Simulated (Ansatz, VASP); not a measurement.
## Cross-check of TiTe2 between VASP and Ansatz

One calculation is typed for both programs; each brings its own data sets. How far apart do they land? The structure shown is the end of the Ansatz relaxation below.

Main program and level: Ansatz 0.2.0; plane waves, with VASP 6.6.1 beside it; single point at PBE.

## (1) Starting point

The cell holds 3 atoms: 1 Ti and 2 Te. Cell: a = 3.748 Å, b = 3.804 Å, c = 31.000 Å, α = 90.0°, β = 90.0°, γ = 119.5°. Vacuum lies along c.

## (2) Ansatz: relaxation, PBE

Ansatz runs on its PAW soft_1 files.

This run makes the geometry at which the two programs are then compared.

input.yaml reads:

```yaml
crystal:
  lattice:
    - [3.7478685862, 0.0, 0.0]
    - [-1.8739342931, 3.3106643938, 0.0]
    - [0.0, 0.0, 31.0]
  atoms:
    - { symbol: Ti, position: [0.3339911295, 0.6679822591, 0.3225806452] }
    - { symbol: Te, position: [0.6663377686, 0.3326755371, 0.3800283296] }
    - { symbol: Te, position: [0.6663377686, 0.3326755371, 0.2651329607] }
  periodic: [true, true, false]
kpoints:
  mp_grid: { grid: [12, 12, 1] }
hamiltonian:
  xc: pbe
  pseudopotentials: { kind: paw, azcp: { folder: soft_1 } }
scf:
  occupations: { method: gaussian, width: 0.01 }
output:
  forces: true
  stress: true
  eigenvalues: true
relax:
  adjacent_minimum: "off"
  f_tol: 0.001
  max_steps: 60
```

The run is started by

```bash
ansatz run input.yaml --threads 4 --pin off --max-ram 16384MiB --backend cpu --events-out ev --progress --plain --runs-dir out
```

Numbers of over 12 decimals in the logs are rounded to 6 here.

The program printed:

```text
Warning: output.stress: scf.convergence.dr2_threshold = 1e-9 eV (the default of a walk held to its f_tol) is looser than the 3e-10 eV advised for a printed stress (1e-10 eV for each atom of the cell: 3). What an SCF threshold leaves in a stress goes as its square root, and in the free energy as the threshold itself, and one threshold admits the most on a small cell: [figures from the program's tests cut] Every solve  [...]
Engine: ansatz 0.2.0, aarch64-unknown-linux-gnu
Pseudopotentials: kind: paw
Pseudopotential: Ti, paw, valence charge 12, recommended cutoff 420 eV (normal), soft_1/Ti.paw.azcp
Pseudopotential: Te, paw, valence charge 16, recommended cutoff 420 eV (normal), soft_1/Te.paw.azcp
Functional definition: PBE
  parameter kappa = 0.804
  parameter beta = 0.066725
  exchange = pbe_x(kappa = kappa, mu = beta*pi^2/3)
  correlation = pbe_c(beta = beta)
Crystal: 3 atoms, lattice volume = 384.646 Å³
Basis set: ecut = 420 eV, 7531 PW (Γ), exchange–correlation on 54×54×432 points (8 copies of the dense FFT grid, shifted against one another)
Bands: 27, of which v1, the nominal top of the filled ones, is band 22 counted from 1 (21 counted from 0)
Symmetry: 4 space group operations
Space group: Amm2 (ITA 38), of the structure as read, at distance tolerance 7.3e-5 Å
k-points: 43 of 144 (time reversal used)
Non-local potential: Ti, projectors of the file, l = 0: 3, l = 1: 2, l = 2: 3, l = 3: 1
Non-local potential: Te, projectors of the file, l = 0: 2, l = 1: 2, l = 2: 2, l = 3: 1
PAW form: soft (Blöchl's): semilocal exchange-correlation on the pseudo side does not see the compensation charge
PAW one-centre angular grid: Ti, 590 points (default); XC on 64 Gauss nodes
PAW one-centre angular grid: Te, 590 points (default); XC on 64 Gauss nodes
Initial density: superposition of atomic densities (neutral atoms: chi_scale 0, normalization atom)
Initial wavefunctions: pseudopotential atomic-orbital guess
Functional: x = pbe(κ = 0.804, μ = 0.219515), c = pbe(β = 0.066725)
iter 1 solved again at ethr=2.64e-3 eV; its pass at ethr=3.10e-3 eV (dr2=1.16e0 eV) is discarded
SCF iter   1: F=—  HF=-16461.769549 eV  |F-HF|=—  |Δ(HF+E_count)|=         —  Δρ=1.48e-2  dr2=1.16e0  ethr=2.64e-3  ⟨swp⟩=1.4  Hψ=10063  notcnv=0
preconditioner: auto → Resta (q_TF=auto, 1.901 Å⁻¹)  ε∞=2.5  [insulator: Δε(μ)=0.173 eV  Ē_g=6.093 eV  σ=0.010 eV  W_gap=1.00  n_scr=20 (ndim 8)  ℏωp=7.6 eV  f_vac=0.745  D(μ)=0.00/eV (n_scr^D=0)  ε∞_Penn≈2.5  vacuum switching on, ρ_ref=2.7e-3 e/Å³]
SCF iter   2: F=—  HF=-16461.544228 eV  |F-HF|=—  |Δ(HF+E_count)|=   2.25e-1  Δρ=7.06e-3  dr2=1.49e-1  ethr=2.64e-3  ⟨swp⟩=3.1  Hψ=2094  notcnv=0
SCF iter   3: F=—  HF=-16461.541621 eV  |F-HF|=—  |Δ(HF+E_count)|=   2.61e-3  Δρ=3.29e-3  dr2=7.83e-2  ethr=3.39e-4  ⟨swp⟩=2.9  Hψ=2036  notcnv=0  defer=2
SCF iter   4: F=—  HF=-16461.569965 eV  |F-HF|=—  |Δ(HF+E_count)|=   2.83e-2  Δρ=6.33e-3  dr2=3.52e-1  ethr=1.78e-4  ⟨swp⟩=4.0  Hψ=2399  notcnv=0  defer=2  recentre
SCF iter   5: F=—  HF=-16461.536518 eV  |F-HF|=—  |Δ(HF+E_count)|=   3.34e-2  Δρ=4.10e-4  dr2=6.29e-4  ethr=1.78e-4  ⟨swp⟩=3.6  Hψ=2049  notcnv=0  defer=41
SCF iter   6: F=—  HF=-16461.537299 eV  |F-HF|=—  |Δ(HF+E_count)|=   7.82e-4  Δρ=5.35e-4  dr2=1.32e-3  ethr=1.43e-6  ⟨swp⟩=3.5  Hψ=2780  notcnv=0  defer=43
SCF iter   7: F=—  HF=-16461.537135 eV  |F-HF|=—  |Δ(HF+E_count)|=   1.65e-4  Δρ=1.09e-4  dr2=3.54e-5  ethr=1.43e-6  ⟨swp⟩=3.0  Hψ=1940  notcnv=0  defer=43
SCF iter   8: F=—  HF=-16461.537187 eV  |F-HF|=—  |Δ(HF+E_count)|=   5.22e-5  Δρ=2.44e-5  dr2=2.32e-6  ethr=8.04e-8  ⟨swp⟩=2.6  Hψ=2096  notcnv=0  defer=43
iter 9 did not close the SCF: its close was put off until two iterations running show no level that it waits for move by more than its bar (scf_convergence_deferred on its scf_iter line)
SCF iter   9: F=-16461.537186 eV  HF=-16461.537186 eV  |F-HF|=1.96e-8  |Δ(HF+E_count)|=   4.98e-7  Δρ=1.65e-6  dr2=2.99e-8  ethr=2.27e-10  ⟨swp⟩=14.4  Hψ=7988  notcnv=0
iter 10 did not close the SCF: its close was put off until two iterations running show no level that it waits for move by more than its bar (scf_convergence_deferred on its scf_iter line)
SCF iter  10: F=-16461.537186 eV  HF=-16461.537186 eV  |F-HF|=1.42e-9  |Δ(HF+E_count)|=   3.84e-9  Δρ=5.82e-7  dr2=2.41e-9  ethr=6.80e-11  ⟨swp⟩=3.0  Hψ=4598  notcnv=0
SCF iter  11: F=-16461.537186 eV  HF=-16461.537186 eV  |F-HF|=1.56e-10  |Δ(HF+E_count)|=  1.96e-10  Δρ=9.93e-8  dr2=5.47e-11  ethr=5.48e-12  ⟨swp⟩=2.5  Hψ=3921  notcnv=0
SCF 1 converged in 11 iterations: F = -16461.537186 eV  dr2 = 5.47e-11
  greatest PAW one-centre occupation: 0.999 electrons in one spin orbital (limit 2), on the Ti atom at site 0 (counted from 0), in its partial waves of l = 0
relax step   1: F+E_penalty+E_count = -16461.53718626 eV  Δ(F+E_penalty+E_count) = +0.000e0 eV  max|allowed force component| = 5.112e-2 eV/Å  Δτ_max = 0.0000 Å  (11 SCF iters, dr2 threshold 1.00e-7 eV, accepted)
[...]
relax step   2: F+E_penalty+E_count = -16461.53673001 eV  Δ(F+E_penalty+E_count) = +4.562e-4 eV  max|allowed force component| = 9.106e-2 eV/Å  Δτ_max = 0.0143 Å  (6 SCF iters, dr2 threshold 1.63e-7 eV, rejected (line search))
[...]
relax step   3: F+E_penalty+E_count = -16461.53752950 eV  Δ(F+E_penalty+E_count) = -3.432e-4 eV  max|allowed force component| = 1.107e-2 eV/Å  Δτ_max = 0.0055 Å  (6 SCF iters, dr2 threshold 1.00e-7 eV, accepted)
[...]
relax step   4: F+E_penalty+E_count = -16461.53754056 eV  Δ(F+E_penalty+E_count) = -1.105e-5 eV  max|allowed force component| = 8.635e-4 eV/Å  Δτ_max = 0.0012 Å  (5 SCF iters, dr2 threshold 7.66e-9 eV, accepted)
[...]
relax step   5: F+E_penalty+E_count = -16461.53754056 eV  Δ(F+E_penalty+E_count) = -1.059e-9 eV  max|allowed force component| = 8.969e-4 eV/Å  Δτ_max = 0.0000 Å  (4 SCF iters, accepted)
SCF converged after 4 iterations
Free energy (F): -16461.537541 eV
Harris-Foulkes:  -16461.537541 eV  (|F-HF|=4.84e-10)
Internal energy: -16461.537541 eV  (E = F + TS)
E sigma→0 (E₀):  -16461.537541 eV
Fermi energy:    -5.258684 eV
--- Per-component energies (eV) ---
  E_band       = -1332.375566
  E_kinetic    = 622.984366
  E_local      = -87663.258041  (includes V_loc(G=0)·N_el)
  E_nonlocal   = 193.437782
  E_hartree    = 43414.820745
  E_xc         = -359.845541
  E_vxc        = -347.640731  (∫ρ·V_xc dr)
  E_paw        = -10385.754325  (= ΣΔE_a)
  E_vpaw       = -967.537688  (= ΣTr[D̂ρ^β])
  E_aug_tail   = 0.000108  (compensation charges beyond the density's cutoff)
  E_ewald      = 37716.077365
  E_smearing   = -0.000000  (= −TS)
  E_closure    = -0.000000  (closes the sum)
  Σ components = -16461.537541   (vs F -16461.537541, Δ=0.00e0)
--- Forces (eV/Å), atoms counted from 1 ---
  atom   1  Ti     0.00000000     0.00089480     0.00000000
  atom   2  Te     0.00000000    -0.00045048     0.00031350
  atom   3  Te     0.00000000    -0.00045048    -0.00031350
  max |Σ_I F_I| component: 6.15e-6 eV/Å
--- 2D stress c σ (N/m, compression-positive) ---
       -0.343548      -0.000000       0.000000
       -0.000000      -1.079785       0.000000
        0.000000       0.000000       0.000000
  P = ½ c Tr σ = -0.7117 N/m
--- Band table (eV; the first three rows and the last of 43) ---
  k-point 0: bands = [... 18 lower, -6.1910, -6.0812, -5.4539, -5.3512, -4.4318, -2.6606, -2.5942, -2.5591, ... 1 higher]
  k-point 1: bands = [... 18 lower, -6.2561, -6.0505, -5.5343, -5.4535, -4.4739, -2.9089, -2.8671, -2.5628, ... 1 higher]
  k-point 2: bands = [... 18 lower, -6.5384, -5.9664, -5.7662, -5.7043, -4.6337, -3.2681, -3.1769, -2.8851, ... 1 higher]
  k-point 42: bands = [... 18 lower, -7.8630, -7.3612, -7.2176, -5.8707, -4.7916, -3.6001, -3.4592, -3.0218, ... 1 higher]
--- Relaxed structure (5 steps of the walk, 4 accepted, 0 SCFs on fresh bases) ---
  F+E_penalty+E_count = -16461.53754056 eV   max|allowed force component| = 8.969e-4 eV/Å
  cell:  # Å, volume = 384.6460 Å³
    - [3.7478685862, 0.0, 0.0]
    - [-1.8739342931, 3.3106643938, 0.0]
    - [0.0, 0.0, 31.0]
  atoms:
    - { symbol: Ti, position: [0.334556, 0.669111, 0.322581] }
    - { symbol: Te, position: [0.666056, 0.332111, 0.379860] }
    - { symbol: Te, position: [0.666056, 0.332111, 0.265301] }
```

In the SCF lines HF is the Harris–Foulkes energy and dr2 the Hartree energy of the density residual, in eV; the loop may stop once dr2 is under the threshold and the program's other checks hold. Hψ counts applications of the Hamiltonian.

## (3) VASP: single point, PBE, pair 1

The same cell, functional, mesh and smearing now go to VASP, with its own data sets.

Lines of VASP's logs that name or quote its potential files are left out, and so is its time.

INCAR reads:

```
SYSTEM = TiTe2
PREC = Accurate
ENCUT = 400
EDIFF = 1E-06
NELM = 120
ISMEAR = 0
SIGMA = 0.01
LREAL = .FALSE.
ALGO = Normal
GGA = PE
NBANDS = 18
LASPH = .TRUE.
LORBIT = 11
LWAVE = .FALSE.
LCHARG = .FALSE.
ISIF = 2
LDIPOL = .TRUE.
IDIPOL = 3
DIPOL = 0.5 0.5 0.323
LVHAR = .TRUE.
GGA_COMPAT = .FALSE.
EFERMI = MIDGAP
NELMDL = -8
KPAR = 2
```

POSCAR reads:

```
TiTe2
1.0
    3.7478685862      0.0000000000      0.0000000000
   -1.8739342931      3.3106643938      0.0000000000
    0.0000000000      0.0000000000     31.0000000000
Ti Te
1 2
Direct
    0.3345555311      0.6691110622      0.3225806452
    0.6660555678      0.3321111355      0.3798603420
    0.6660555678      0.3321111355      0.2653009483
```

KPOINTS reads:

```
Automatic mesh
0
Gamma
12 12 1
0 0 0
```

PAW data sets: Ti_sv and Te (PBE family, release 64).

The run is started by

```bash
mpirun -np 2 vasp_std
```

The program printed:

```text
[banner, memory and clock lines left out]
running    2 mpi-ranks, on    1 nodes
 distrk:  each k-point on    1 cores,    2 groups
 distr:  one band on    1 cores,    1 groups

 POSCAR found type information on POSCAR TiTe
 POSCAR found :  2 types and       3 ions
 LDA part: xc-table for (Slater+PW92), standard interpolation
 POSCAR, INCAR and KPOINTS ok, starting setup
 FFT: planning ... GRIDC
 FFT: planning ... GRID_SOFT
 FFT: planning ... GRID
 WAVECAR not read
 entering main loop
       N       E                     dE             d eps       ncg     rms          rms(c)
DAV:   1     0.137039245184E+03    0.13704E+03   -0.91374E+03  1908   0.792E+02
DAV:   2    -0.174337874110E+00   -0.13721E+03   -0.13536E+03  2134   0.212E+02
DAV:   3    -0.172595652436E+02   -0.17085E+02   -0.17013E+02  2890   0.663E+01
DAV:   4    -0.182306680174E+02   -0.97110E+00   -0.96634E+00  2126   0.152E+01
DAV:   5    -0.183261704686E+02   -0.95502E-01   -0.95428E-01  2346   0.379E+00
DAV:   6    -0.183272978418E+02   -0.11274E-02   -0.11272E-02  2102   0.484E-01
DAV:   7    -0.183273242220E+02   -0.26380E-04   -0.26380E-04  2438   0.728E-02
DAV:   8    -0.183273244786E+02   -0.25658E-06   -0.25652E-06  2064   0.745E-03    0.118E+01
DAV:   9    -0.190601969911E+02   -0.73287E+00   -0.45988E+01  1862   0.400E+01    0.181E+01
DAV:  10    -0.164818803395E+02    0.25783E+01   -0.54050E+01  2040   0.403E+01    0.685E+00
DAV:  11    -0.160159376548E+02    0.46594E+00   -0.14872E+00  1750   0.813E+00    0.337E+00
DAV:  12    -0.158873368294E+02    0.12860E+00   -0.14148E+00  2228   0.772E+00    0.181E+00
DAV:  13    -0.158851648874E+02    0.21719E-02   -0.38878E-01  1686   0.486E+00    0.111E+00
DAV:  14    -0.158703087726E+02    0.14856E-01   -0.90813E-02  1650   0.229E+00    0.276E-01
[...]
DAV:  21    -0.158706594853E+02   -0.84685E-04   -0.41814E-06  1506   0.902E-03    0.128E-02
DAV:  22    -0.158706870920E+02   -0.27607E-04   -0.26199E-06  1612   0.104E-02    0.553E-03
DAV:  23    -0.158707124463E+02   -0.25354E-04   -0.34030E-06  1572   0.104E-02    0.471E-03
DAV:  24    -0.158707191361E+02   -0.66898E-05   -0.26127E-07  1310   0.277E-03    0.459E-03
DAV:  25    -0.158707214067E+02   -0.22706E-05   -0.47114E-08   928   0.131E-03    0.269E-03
DAV:  26    -0.158707233468E+02   -0.19401E-05   -0.23514E-07   970   0.312E-03    0.626E-04
DAV:  27    -0.158707246456E+02   -0.12988E-05   -0.34115E-08   912   0.100E-03    0.302E-04
DAV:  28    -0.158707255295E+02   -0.88385E-06   -0.26089E-08  1044   0.797E-04
   1 F= -.15870726E+02 E0= -.15870726E+02  d E =-.133469E-40
```

OUTCAR, selected parts (step 3):

```text
ion  position               nearest neighbor table
   1  0.335  0.669  0.323-   2 2.81   2 2.81   3 2.81   3 2.81   2 2.82   3 2.82
   2  0.666  0.332  0.380-   1 2.81   1 2.81   1 2.82   3 3.55
   3  0.666  0.332  0.265-   1 2.81   1 2.81   1 2.82   2 3.55

  LATTYP: Found a base centered orthorhombic cell.
 ALAT       =     3.7478685862
 B/A-ratio  =     1.7666918237
 C/A-ratio  =     8.2713679221

 Subroutine GETGRP returns: Found  4 space group operations
 (whereof  2 operations were pure point group operations)

The static configuration has the point symmetry C_1h.
 The point group associated with its full space group is C_2v.

 Found     43 irreducible k-points:

   k-points           NKPTS =     43   k-points in BZ     NKDIM =     43   number of bands    NBANDS=     18

   dimension x,y,z NGX =    24 NGY =   28 NGZ =  210
   dimension x,y,z NGXF=    48 NGYF=   56 NGZF=  420

   ENCUT  =  400.0 eV  29.40 Ry    5.42 a.u.   6.11  6.20 50.55*2*pi/ulx,y,z

   NELECT =      24.0000    total number of electrons

 k-points in reciprocal lattice and weights: Automatic mesh
   0.00000000  0.00000000  0.00000000       0.007
   0.08333333 -0.00000000  0.00000000       0.028
   0.16666667 -0.00000000  0.00000000       0.028
   0.25000000  0.00000000  0.00000000       0.028
   0.33333333 -0.00000000  0.00000000       0.028
   0.41666667  0.00000000  0.00000000       0.028
   0.50000000  0.00000000  0.00000000       0.014
   0.00000000  0.08333333  0.00000000       0.014
   0.08333333  0.08333333  0.00000000       0.028
[...]
0.16666667  0.41666667  0.00000000       0.014
   0.00000000  0.50000000  0.00000000       0.007

 dipolmoment           0.000000      0.000000      0.000004 electrons x Angstroem

 average (electrostatic) potential at core
       1 -84.1326       2 -96.4976       3 -96.4976

 E-fermi :  -2.8004

 k-point     1 :       0.0000    0.0000    0.0000
  band No.  band energies     occupation
    ...
      8      -3.7434      2.00000
      9      -3.7256      2.00000
     10      -3.6265      2.00000
     11      -2.9951      2.00000
     12      -2.8926      2.00000
     13      -1.9695      0.00000
     14      -0.1999      0.00000
     15      -0.1332      0.00000
     16      -0.0981      0.00000
     17       0.0342      0.00000
    ...

 k-point     2 :       0.0833   -0.0000    0.0000
  band No.  band energies     occupation
    ...
      8      -3.9114      2.00000
      9      -3.7813      2.00000
     10      -3.6773      2.00000
     11      -3.0925      2.00000
     12      -2.9852      2.00000
     13      -2.0044      0.00000
     14      -0.4234      0.00000
     15      -0.3310      0.00000
     16      -0.1903      0.00000
     17      -0.1181      0.00000
    ...

 k-point     3 :       0.1667   -0.0000    0.0000
  band No.  band energies     occupation
    ...
      8      -4.5620      2.00000
      9      -4.0334      2.00000
     10      -3.6109      2.00000
     11      -3.3527      2.00000
     12      -3.2447      2.00000
     13      -2.1460      0.00000
     14      -0.7504      0.00000
     15      -0.7250      0.00000
     16      -0.5269      0.00000
     17       0.0234      0.00000
    ...

  Total       -0.3272571     -0.8958993     -0.0133229      0.0000000      0.0000000      0.0000000
  in kB       -1.3631335     -3.7317157     -0.0554943      0.0000000      0.0000000      0.0000000
  external PRESSURE =      -1.7167812 kB  Pullay stress =       0.0000000 kB

  energy-cutoff  :      400.00
  volume of cell :      384.65
      direct lattice vectors                 reciprocal lattice vectors
     3.747868586  0.000000000  0.000000000     0.266818320  0.151027087  0.000000000
    -1.873934293  3.310664394  0.000000000     0.000000000  0.302054174  0.000000000
     0.000000000  0.000000000 31.000000000     0.000000000  0.000000000  0.032258065

 POSITION                                       TOTAL-FORCE (eV/Angst)
 -----------------------------------------------------------------------------------
      0.00000      2.21520     10.00000         0.000000      0.001626      0.000000
      1.87393      1.09951     11.77567         0.000000     -0.000813      0.017066
      1.87393      1.09951      8.22433         0.000000     -0.000813     -0.017066
 -----------------------------------------------------------------------------------
    total drift:                                0.000010     -0.000216      0.000057

  FREE ENERGIE OF THE ION-ELECTRON SYSTEM (eV)
  ---------------------------------------------------
  free  energy   TOTEN  =       -15.8707255295 eV

  energy  without entropy=      -15.8707255295  energy(sigma->0) =      -15.87072553

 vacuum level on the upper side and lower side of the slab         2.467         2.467

 total charge
# of ion       s       p       d       tot
------------------------------------------
    1        2.159   6.106   1.855  10.120
    2        1.382   1.998   0.031   3.411
    3        1.382   1.998   0.031   3.411
--------------------------------------------------
tot          4.922  10.101   1.918  16.941

[... 3 further parts left out ...]
```

The run ends at a pressure of -0.17 GPa, with forces up to 0.017 eV/Å.

## (4) Differences

Known differences besides the potentials themselves: Ansatz cuts the interaction across the vacuum, VASP repeats the sheet with a dipole correction; the data sets hold 44 valence electrons in Ansatz (on its PAW soft_1 files) and 24 in VASP; the cutoff is 420 eV in Ansatz and 400 eV in VASP. Total energies have different zeros and are not compared.

The two programs side by side:

| quantity | Ansatz | VASP | difference |
| --- | --- | --- | --- |
| gap on the k mesh (eV) | 0.185 | 0.184 | +0.001 |

At this near-relaxed geometry the largest component of a force difference is 17 meV/Å. A gap on the mesh is an upper bound, since the band edges may lie between its points. With vacuum in the cell, a pressure given here is an average over mostly empty space and none of the material.

## (5) Ansatz: relaxation, PBE

This run makes the geometry at which the two programs are then compared.

The structure compared here is the end of the Ansatz relaxation.

input.yaml, the sections that differ from step 2:

```yaml
crystal:
  lattice:
    - [3.8603046438, 0.0, 0.0]
    - [-1.9301523219, 3.2457494057, 0.0]
    - [0.0, 0.0, 31.0]
  atoms:
    - { symbol: Ti, position: [0.3319733468, 0.6639466936, 0.3225806452] }
    - { symbol: Te, position: [0.6673466599, 0.3346933198, 0.3798608619] }
    - { symbol: Te, position: [0.6673466599, 0.3346933198, 0.2653004285] }
  periodic: [true, true, false]
# kpoints, hamiltonian, scf, output, relax: as in step 2
```

The run is started by

```bash
ansatz run input.yaml --threads 4 --pin off --max-ram 16384MiB --backend cpu --events-out ev --progress --plain --runs-dir out
```

The program printed:

```text
[...]
Crystal: 3 atoms, lattice volume = 388.417 Å³
Basis set: ecut = 420 eV, 7599 PW (Γ), exchange–correlation on 54×54×432 points (8 copies of the dense FFT grid, shifted against one another)
Bands: 27, of which v1, the nominal top of the filled ones, is band 22 counted from 1 (21 counted from 0)
Symmetry: 4 space group operations
[...]
--- Relaxed structure (5 steps of the walk, 4 accepted, 0 SCFs on fresh bases) ---
  F+E_penalty+E_count = -16461.52774538 eV   max|allowed force component| = 3.012e-4 eV/Å
  cell:  # Å, volume = 388.4170 Å³
    - [3.8603046438, 0.0, 0.0]
    - [-1.9301523219, 3.2457494057, 0.0]
    - [0.0, 0.0, 31.0]
  atoms:
    - { symbol: Ti, position: [0.331340, 0.662680, 0.3225806452] }
    - { symbol: Te, position: [0.667663, 0.335327, 0.379695] }
    - { symbol: Te, position: [0.667663, 0.335327, 0.265466] }
[key lines of the parts left out:]
SCF converged after 4 iterations
Free energy (F): -16461.527745 eV
Fermi energy:    -5.267646 eV
P = ½ c Tr σ = -1.0447 N/m
```

[end of part 1 of 2]

[Lines on the potential files, build, host, timing and source positions are cut from VASP's logs without a mark.]

[Logs are printed without paths, hosts, clocks, repeated set-up lines and the standing remarks that a program may print on its own settings, such as how far it seeks lower states.]

[Hosts, paths, dates, database ids (printed as entryN), source tags and the programs' standing remarks are cut or masked in the printed files.]
